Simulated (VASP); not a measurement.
## P (black): computed properties

Calculation: LDA (Ceperley-Alder, Perdew-Zunger), VASP's LDA PAW potentials (set 64) (plane waves; VASP).

```
Item                                                                                     Value
----------------------------------  ----------------------------------------------------------
space group                                                                          Cmce (64)
cell                                a = 3.307 Å, b = 10.119 Å, c = 4.138 Å, α = β = γ = 90.00°
volume per atom                                                                  17.31 Å³/atom
band gap (over mesh and band path)                    none (metal, semimetal or under 0.01 eV)
density                                                                             2.97 g/cm³
```

```yaml
crystal:
  lattice:
    - [1.65340, -5.05954, 0.00000]
    - [1.65340, 5.05954, 0.00000]
    - [0.00000, 0.00000, 4.13764]
  atoms:
    - { symbol: P, position: [0.10667, 0.89333, 0.92832] }
    - { symbol: P, position: [0.39333, 0.60667, 0.42832] }
    - { symbol: P, position: [0.60667, 0.39333, 0.57168] }
    - { symbol: P, position: [0.89333, 0.10667, 0.07168] }
```

Measured: gap 0.35 eV (computed value off by -0.35 eV), as given by Das et al., (2018), arXiv:1807.05623.

The compound is P in the black structure. It was relaxed first, which changed the volume by -9 %. Symmetry was kept, so distortions that lower it aren't found.
